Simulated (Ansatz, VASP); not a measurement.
**Mo in two plane-wave programs**

Aim: how closely do two programs agree when they are given the same cell, functional and k mesh? The cell is taken from a series of runs on this material, whose earlier steps may have relaxed, scaled, displaced or heated it; both programs get it as it stands.

Main program and level: Ansatz 0.2.0; plane waves, with VASP 6.6.1 beside it; relaxation of cell and atoms at PBE.

## Step 1: The structure

It takes space group Im-3m (No. 229, cubic). The conventional cell has a = 3.163 Å, b = 3.163 Å, c = 3.163 Å, α = 90.00°, β = 90.00°, γ = 90.00°. Nearest to Mo lie 8 Mo at 2.74 Å.

## Step 2: VASP: relaxation of cell and atoms, PBE

The relaxed volume is the usual yardstick between codes: in a stiff, nearly cubic crystal its relative difference is about their pressure difference at one cell divided by the bulk modulus.

Lines of VASP's logs that name or quote its potential files are left out, and so is its time.

INCAR

```
SYSTEM = Mo
PREC = Accurate
ENCUT = 500
EDIFF = 1E-07
NELM = 120
ISMEAR = 1
SIGMA = 0.2
LREAL = .FALSE.
ALGO = Normal
GGA = PE
NBANDS = 13
LASPH = .TRUE.
LORBIT = 11
LWAVE = .FALSE.
LCHARG = .FALSE.
ISIF = 3
IBRION = 2
NSW = 80
EDIFFG = -0.005
GGA_COMPAT = .FALSE.
NELMIN = 4
```

POSCAR

```
Mo
1.0
   -1.5816410000      1.5816410000      1.5816410000
    1.5816410000     -1.5816410000      1.5816410000
    1.5816410000      1.5816410000     -1.5816410000
Mo
1
Direct
    0.0000000000      0.0000000000      0.0000000000
```

KPOINTS

```
Automatic mesh
0
Gamma
14 14 14
0 0 0
```

The projector-augmented-wave data sets are Mo_sv (PBE family, release 64).

Command:

```console
$ mpirun -np 1 vasp_std
```

Numbers of over 12 decimals in the logs are rounded to 6 here.

Output:

```text
[banner, memory and clock lines left out]
running    1 mpi-ranks, on    1 nodes
 distrk:  each k-point on    1 cores,    1 groups
 distr:  one band on    1 cores,    1 groups

 POSCAR found type information on POSCAR Mo
 POSCAR found :  1 types and       1 ions
 LDA part: xc-table for (Slater+PW92), standard interpolation
 POSCAR, INCAR and KPOINTS ok, starting setup
 FFT: planning ... GRIDC
 FFT: planning ... GRID_SOFT
 FFT: planning ... GRID
 WAVECAR not read
 entering main loop
       N       E                     dE             d eps       ncg     rms          rms(c)
DAV:   1     0.905659702146E+02    0.90566E+02   -0.77862E+03  2736   0.107E+03
DAV:   2    -0.104653963263E+02   -0.10103E+03   -0.97325E+02  3169   0.306E+02
DAV:   3    -0.115950985141E+02   -0.11297E+01   -0.11257E+01  2984   0.321E+01
DAV:   4    -0.115976039016E+02   -0.25054E-02   -0.25053E-02  3034   0.186E+00
DAV:   5    -0.115976192863E+02   -0.15385E-04   -0.15387E-04  3019   0.131E-01    0.143E+01
DAV:   6    -0.110105689194E+02    0.58705E+00   -0.73169E-01  2774   0.105E+01    0.383E+00
DAV:   7    -0.109269484420E+02    0.83620E-01   -0.15189E-01  2959   0.455E+00    0.100E+00
DAV:   8    -0.109230074012E+02    0.39410E-02   -0.41643E-03  2814   0.824E-01    0.196E-01
DAV:   9    -0.109230637900E+02   -0.56389E-04   -0.12440E-04  3129   0.138E-01    0.771E-02
DAV:  10    -0.109230729639E+02   -0.91740E-05   -0.14111E-05  2819   0.438E-02    0.831E-03
DAV:  11    -0.109230734833E+02   -0.51937E-06   -0.18195E-07  3005   0.436E-03    0.139E-03
DAV:  12    -0.109230733232E+02    0.16014E-06   -0.82235E-09  1432   0.104E-03    0.916E-05
DAV:  13    -0.109230733446E+02   -0.21414E-07   -0.38080E-10  1367   0.241E-04
   1 F= -.10923073E+02 E0= -.10921690E+02  d E =-.109231E+02
 curvature:   0.00 expect dE= 0.000E+00 dE for cont linesearch  0.000E+00
 trial: gam= 0.00000 g(F)=  0.610E-62 g(S)=  0.388E-03 ort = 0.000E+00 (trialstep = 0.100E+01)
 search vector abs. value=  0.388E-03
 bond charge predicted
       N       E                     dE             d eps       ncg     rms          rms(c)
DAV:   1    -0.109327601805E+02   -0.96869E-02   -0.20700E-01  2744   0.601E+00    0.103E+00
DAV:   2    -0.109232916112E+02    0.94686E-02   -0.14954E-02  2724   0.152E+00    0.182E-01
DAV:   3    -0.109226802707E+02    0.61134E-03   -0.19720E-03  2854   0.542E-01    0.148E-01
DAV:   4    -0.109227363754E+02   -0.56105E-04   -0.53282E-05  2804   0.765E-02    0.526E-03
DAV:   5    -0.109227361163E+02    0.25904E-06   -0.16744E-06  2979   0.158E-02    0.138E-03
DAV:   6    -0.109227364459E+02   -0.32957E-06   -0.22652E-08  1652   0.198E-03    0.109E-04
DAV:   7    -0.109227364274E+02    0.18533E-07   -0.17817E-09  1372   0.534E-04
   2 F= -.10922736E+02 E0= -.10921391E+02  d E =0.336917E-03
 trial-energy change:    0.000337  1 .order    0.000331   -0.000388    0.001050
 step:   0.2652(harm=  0.2700)  dis= 0.00000  next Energy=   -10.923125 (dE=-0.514E-04)
 bond charge predicted
       N       E                     dE             d eps       ncg     rms          rms(c)
DAV:   1    -0.109284947064E+02   -0.57583E-02   -0.11132E-01  2744   0.440E+00    0.781E-01
DAV:   2    -0.109234301757E+02    0.50645E-02   -0.77890E-03  2724   0.110E+00    0.135E-01
DAV:   3    -0.109230771568E+02    0.35302E-03   -0.11239E-03  2854   0.410E-01    0.119E-01
DAV:   4    -0.109231241390E+02   -0.46982E-04   -0.27638E-05  2804   0.554E-02    0.518E-03
DAV:   5    -0.109231242878E+02   -0.14879E-06   -0.19446E-06  3004   0.173E-02    0.101E-03
DAV:   6    -0.109231239935E+02    0.29422E-06   -0.25282E-08  1537   0.208E-03    0.241E-04
DAV:   7    -0.109231240227E+02   -0.29130E-07   -0.25758E-09  1352   0.639E-04
   3 F= -.10923124E+02 E0= -.10921751E+02  d E =-.506781E-04
 curvature:  -0.13 expect dE=-0.935E-08 dE for cont linesearch -0.935E-08
 trial: gam=-0.01317 g(F)=  0.281E-62 g(S)=  0.693E-07 ort = 0.519E-05 (trialstep = 0.853E+00)
 search vector abs. value=  0.112E-09
 reached required accuracy - stopping structural energy minimisation
```

OUTCAR, selected parts (step 2):

```text
ion  position               nearest neighbor table
   1  0.000  0.000  0.000-

  LATTYP: Found a body centered cubic cell.
 ALAT       =     3.1632820000

 Subroutine GETGRP returns: Found 48 space group operations
 (whereof 48 operations were pure point group operations)

The static configuration has the point symmetry O_h .

 Found    104 irreducible k-points:

   k-points           NKPTS =    104   k-points in BZ     NKDIM =    104   number of bands    NBANDS=     13

   dimension x,y,z NGX =    20 NGY =   20 NGZ =   20
   dimension x,y,z NGXF=    40 NGYF=   40 NGZF=   40

   ENCUT  =  500.0 eV  36.75 Ry    6.06 a.u.   4.99  4.99  4.99*2*pi/ulx,y,z

   NELECT =      14.0000    total number of electrons

 k-points in reciprocal lattice and weights: Automatic mesh
   0.00000000  0.00000000  0.00000000       0.000
   0.07142857  0.00000000  0.00000000       0.004
   0.14285714  0.00000000  0.00000000       0.004
   0.21428571  0.00000000  0.00000000       0.004
   0.28571429  0.00000000  0.00000000       0.004
   0.35714286  0.00000000  0.00000000       0.004
   0.42857143  0.00000000  0.00000000       0.004
   0.50000000  0.00000000  0.00000000       0.002
   0.07142857  0.07142857  0.00000000       0.009
[...]
0.50000000  0.50000000  0.42857143       0.004
   0.50000000  0.50000000  0.50000000       0.000

 average (electrostatic) potential at core
       1 -69.4628

 E-fermi :  12.4017

 k-point     1 :       0.0000    0.0000    0.0000
  band No.  band energies     occupation
    ...
      4     -22.2332      2.00000
      5       5.1752      2.00000
      6      11.0157      2.00000
      7      11.0157      2.00000
      8      11.0157      2.00000
      9      13.9891     -0.00000
     10      13.9891     -0.00000
     11      27.1742      0.00000
     12      27.1742      0.00000
     13      27.1742      0.00000

 k-point     2 :       0.0714    0.0000    0.0000
  band No.  band energies     occupation
    ...
      4     -22.2337      2.00000
      5       5.3967      2.00000
      6      10.8920      2.00000
      7      10.9943      2.00000
      8      11.2230      2.00000
      9      13.8117     -0.00000
     10      13.9928     -0.00000
     11      27.3355      0.00000
     12      27.5473      0.00000
     13      27.5956      0.00000

 k-point     3 :       0.1429    0.0000    0.0000
  band No.  band energies     occupation
    ...
      4     -22.2351      2.00000
      5       6.0063      2.00000
      6      10.5641      2.00000
      7      10.8926      2.00000
      8      11.8311      2.00042
      9      13.4977     -0.00000
     10      14.0167     -0.00000
     11      27.6371      0.00000
     12      28.4839      0.00000
     13      28.6167      0.00000

  Total        0.0006917      0.0006917      0.0006917      0.0000000      0.0000000     -0.0000000
  in kB        0.0698886      0.0698886      0.0698886      0.0000000      0.0000000     -0.0000000
  external PRESSURE =       0.0698886 kB  Pullay stress =       0.0000000 kB

  energy-cutoff  :      500.00
  volume of cell :       15.86
      direct lattice vectors                 reciprocal lattice vectors
    -1.582689261  1.582689261  1.582689261     0.000000000  0.315917984  0.315917984
     1.582689261 -1.582689261  1.582689261     0.315917984  0.000000000  0.315917984
     1.582689261  1.582689261 -1.582689261     0.315917984  0.315917984  0.000000000

 POSITION                                       TOTAL-FORCE (eV/Angst)
 -----------------------------------------------------------------------------------
      0.00000      0.00000     -0.00000         0.000000     -0.000000      0.000000
 -----------------------------------------------------------------------------------
    total drift:                               -0.000000     -0.000000      0.000000

  FREE ENERGIE OF THE ION-ELECTRON SYSTEM (eV)
  ---------------------------------------------------
  free  energy   TOTEN  =       -10.9231240227 eV

  energy  without entropy=      -10.9190042388  energy(sigma->0) =      -10.92175076

 reached required accuracy - stopping structural energy minimisation

 total charge
# of ion       s       p       d       tot
------------------------------------------
    1        2.378   6.205   3.879  12.461

[... 3 further parts left out ...]
```

The run keeps the 48 symmetry operations of its start, so it cannot find a distortion of lower symmetry.

## Step 3: Ansatz: relaxation of cell and atoms, PBE

Ansatz runs on norm-conserving files, of PseudoDojo where its log says so.

The same cell, functional, mesh and smearing now go to Ansatz, which takes its cutoff from its data sets.

input.yaml

```yaml
crystal:
  lattice:
    - [-1.5816411612, 1.5816411612, 1.5816411612]
    - [1.5816411612, -1.5816411612, 1.5816411612]
    - [1.5816411612, 1.5816411612, -1.5816411612]
  atoms:
    - { symbol: Mo, position: [0.0, 0.0, 0.0] }
kpoints:
  mp_grid: { grid: [14, 14, 14] }
hamiltonian:
  xc: pbe
  pseudopotentials: { kind: nc, accuracy: standard }
scf:
  occupations: { method: methfessel_paxton, width: 0.2 }
output:
  forces: true
  stress: true
  eigenvalues: true
relax:
  adjacent_minimum: "off"
  f_tol: 0.001
  max_steps: 60
  cell: { stress_tol: 0.01 }
```

Command:

```console
$ ansatz run input.yaml --threads 4 --pin off --max-ram 10240MiB --backend cpu --events-out ev --progress --plain --runs-dir out
```

Output:

```text
Engine: ansatz 0.2.0, x86_64-unknown-linux-gnu
Pseudopotentials: kind: nc
Pseudopotential: Mo, nc, valence charge 14, recommended cutoff 1088.45545 eV (normal), Mo.nc.azcp (PseudoDojo's, or run here from an input of PseudoDojo's; its table is named by hamiltonian.pseudopotentials.accuracy)
Functional definition: PBE
  parameter kappa = 0.804
  parameter beta = 0.066725
  exchange = pbe_x(kappa = kappa, mu = beta*pi^2/3)
  correlation = pbe_c(beta = beta)
Crystal: 1 atoms, lattice volume = 15.826 Å³
Basis set: ecut = 1088.45545 eV, 1289 PW (Γ), exchange–correlation on 60×60×60 points (8 copies of the dense FFT grid, shifted against one another)
Bands: 11, of which v1, the nominal top of the filled ones, is band 7 counted from 1 (6 counted from 0)
Symmetry: 48 space group operations
Space group: Im-3m (ITA 229), of the structure as read, at distance tolerance 2.5e-5 Å
k-points: 104 of 2744
Non-local potential: Mo, projectors of the file, l = 0: 2, l = 1: 2, l = 2: 2
Initial density: superposition of atomic densities (chi_scale 0.1, normalization cell)
Initial wavefunctions: pseudopotential atomic-orbital guess
Functional: x = pbe(κ = 0.804, μ = 0.219515), c = pbe(β = 0.066725)
SCF iter   1: F=—  HF=-1912.986905 eV  |F-HF|=—  |Δ(HF+E_count)|=         —  Δρ=1.09e-1  dr2=1.78e0  ethr=3.10e-3  ⟨swp⟩=5.8  Hψ=7920  notcnv=0
preconditioner: auto → none  [metal: Δε(μ)=0.005 eV  Ē_g=8.544 eV  σ=0.200 eV  W_gap=0.02  n_scr=0 (ndim 8)  ℏωp=22.9 eV  f_vac=0.000  D(μ)=1.03/eV (n_scr^D=12)]
SCF iter   2: F=—  HF=-1912.372559 eV  |F-HF|=—  |Δ(HF+E_count)|=   6.14e-1  S|Δr|=    0.00e0  Δρ=3.34e-2  dr2=5.89e-2  ethr=3.10e-3  ⟨swp⟩=3.1  Hψ=3299  notcnv=0  defer=7
SCF iter   3: F=—  HF=-1912.367144 eV  |F-HF|=—  |Δ(HF+E_count)|=   5.42e-3  S|Δr|=    0.00e0  Δρ=1.29e-2  dr2=7.93e-3  ethr=4.20e-4  ⟨swp⟩=1.0  Hψ=1193  notcnv=0  defer=7
SCF iter   4: F=—  HF=-1912.366954 eV  |F-HF|=—  |Δ(HF+E_count)|=   1.90e-4  S|Δr|=    0.00e0  Δρ=6.26e-4  dr2=1.59e-5  ethr=5.67e-5  ⟨swp⟩=1.0  Hψ=1149  notcnv=0  defer=7
SCF iter   5: F=—  HF=-1912.367019 eV  |F-HF|=—  |Δ(HF+E_count)|=   6.44e-5  S|Δr|=    0.00e0  Δρ=1.15e-4  dr2=3.01e-7  ethr=1.13e-7  ⟨swp⟩=3.1  Hψ=2260  notcnv=0  defer=7
SCF iter   6: F=-1912.367019 eV  HF=-1912.367019 eV  |F-HF|=3.54e-10  |Δ(HF+E_count)|=   5.54e-8  S|Δr|=    0.00e0  Δρ=6.11e-6  dr2=2.44e-9  ethr=7.14e-10  ⟨swp⟩=8.8  Hψ=7077  notcnv=0
SCF 1 converged in 6 iterations: F = -1912.367019 eV  dr2 = 2.44e-9
relax step   1: F+E_penalty+E_count = -1912.36701861 eV  Δ(F+E_penalty+E_count) = +0.000e0 eV  max|allowed force component| = 0.000e0 eV/Å  Δτ_max = 0.0000 Å  P = +0.249 GPa  Ω = 15.826 Å³  (6 SCF iters, dr2 threshold 1.00e-7 eV, accepted)
[...]
relax step   2: F+E_penalty+E_count = -1912.36696945 eV  Δ(F+E_penalty+E_count) = +4.917e-5 eV  max|allowed force component| = 0.000e0 eV/Å  Δτ_max = 0.0000 Å  P = -0.511 GPa  Ω = 15.873 Å³  energy of the carried Pulay correction = -1.117e-5 eV  (3 SCF iters, dr2 threshold 1.00e-7 eV, rejected (line search))
[...]
relax step   3: F+E_penalty+E_count = -1912.36702662 eV  Δ(F+E_penalty+E_count) = -8.006e-6 eV  max|allowed force component| = 0.000e0 eV/Å  Δτ_max = 0.0000 Å  P = -0.001 GPa  Ω = 15.842 Å³  energy of the carried Pulay correction = -3.654e-6 eV  (6 SCF iters, accepted)
[...]
relax step   4: F+E_penalty+E_count = -1912.36703005 eV  Δ(F+E_penalty+E_count) = -3.429e-6 eV  max|allowed force component| = 0.000e0 eV/Å  Δτ_max = 0.0000 Å  P = +0.000 GPa  Ω = 15.842 Å³  stress off target by 1.06e-4 GPa  SCF on the basis re-selected at this cell (its energy is not comparable with the rows above)  (4 SCF iters)
basis re-selected at this cell: Δ(F+E_penalty+E_count) = -3.429e-6 eV, ΔP = +0.001 GPa vs the last step (what re-selecting the basis moved, of the pressure what is left beyond the Pulay correction that the steps carried, after the strain that the cell walked since its last selection, with what the two solves' SCF thresholds leave and, on support functions, any second-order correction that the steps lacked; it is no measure of the basis error at this ecutwfc). This SCF's stress stands 1.06e-4 GPa from its target on what of the cell is left free (relax.cell.stress_tol is 1.00e-2 GPa) and its largest allowed force component is 0.00e0 eV/Å (relax.f_tol is 1.00e-3 eV/Å): [rest of the remark cut]
SCF converged after 4 iterations
Stability not checked: this state was not tested for a lower state beside it, because cold or Methfessel-Paxton smearing, or corrected tetrahedra, fill the levels in a way that the test cannot read (fill_not_monotonic; see scf.lower_state_search)
Free energy (F): -1912.367030 eV
Harris-Foulkes:  -1912.367030 eV  (|F-HF|=0.00e0)
Internal energy: -1912.362989 eV  (E = F + TS)
E sigma→0 (E₀):  -1912.366020 eV
Entropy (-TS):   -0.004041 eV (-4.041 meV/atom)
Fermi energy:    21.081768 eV
--- Per-component energies (eV) ---
  E_band       = -55.864777
  E_kinetic    = 604.722955
  E_local      = -1091.909945  (includes V_loc(G=0)·N_el)
  E_nonlocal   = 234.263213
  E_hartree    = 243.975777
  E_xc         = -280.440221
  E_vxc        = -290.892560  (∫ρ·V_xc dr)
  E_ewald      = -1622.974769
  E_smearing   = -0.004041  (= −TS)
  E_closure    = 0.000000  (closes the sum)
  Σ components = -1912.367030   (vs F -1912.367030, Δ=0.00e0)
--- Forces (eV/Å), atoms counted from 1 ---
  atom   1  Mo     0.00000000    -0.00000000    -0.00000000
  max |Σ_I F_I| component: 1.05e-30 eV/Å
--- Stress (GPa, compression-positive) ---
        0.000106       0.000000      -0.000000
        0.000000       0.000106      -0.000000
       -0.000000      -0.000000       0.000106
  P = ⅓ Tr σ = 0.0001 GPa (0.001 kbar)
--- Band table (eV; the first three rows and the last of 104) ---
  k-point 0: bands = [... 3 lower, -13.5638, 13.8540, 19.6922, 19.6922, 19.6922, 22.6628, 22.6628, 35.9499]
  k-point 1: bands = [... 3 lower, -13.5643, 14.0752, 19.5687, 19.6711, 19.9002, 22.4864, 22.6669, 36.1086]
  k-point 2: bands = [... 3 lower, -13.5657, 14.6841, 19.2409, 19.5700, 20.5100, 22.1737, 22.6917, 36.4021]
  k-point 103: bands = [... 3 lower, -14.4890, 15.6996, 15.6996, 24.9289, 24.9289, 24.9289, 30.0265, 30.0265]
--- Relaxed structure (3 steps of the walk, 2 accepted, 1 SCFs on fresh bases) ---
  F+E_penalty+E_count = -1912.36703005 eV   max|allowed force component| = 0.000e0 eV/Å   (the final SCF, on the basis selected at the relaxed cell)
  cell:  # Å, volume = 15.8416 Å³
    - [-1.582144, 1.582144, 1.582144]
    - [1.582144, -1.582144, 1.582144]
    - [1.582144, 1.582144, -1.582144]
  atoms:
    - { symbol: Mo, position: [0.0, 0.0, 0.0] }
```

## Step 4: Side by side

Known differences besides the potentials themselves: the cutoff is 1088.46 eV in Ansatz and 500 eV in VASP; Ansatz adds a Pulay correction to the stress that steers its cell, VASP none. Total energies have different zeros and are not compared.

The two programs side by side:

```tsv
quantity	Ansatz	VASP	difference
volume (Å³)	15.84	15.86	-0.10 %
edge a after relaxation, in the typed setting (Å)	2.740	2.741	-0.03 %
```

## Step 5: Summary of results

| Quantity | Value |
| --- | --- |
| difference in volume (relaxation of cell and atoms, PBE) | -0.10 % |

In words: The difference in volume is -0.10 % (relaxation of cell and atoms, PBE), within the 1.2 % picked in this series as the mark of a large difference, as far as the stopping tolerances let one tell. Such differences can come from data sets, numerical settings and the points named under the comparisons, not from the functional's error against experiment.

[Lines on the potential files, build, host, timing and source positions are cut from VASP's logs without a mark.]

[Logs are printed without paths, hosts, clocks, repeated set-up lines and the standing remarks that a program may print on its own settings, such as how far it seeks lower states.]

[Hosts, paths, dates, database ids (printed as entryN), source tags and the programs' standing remarks are cut or masked in the printed files.]
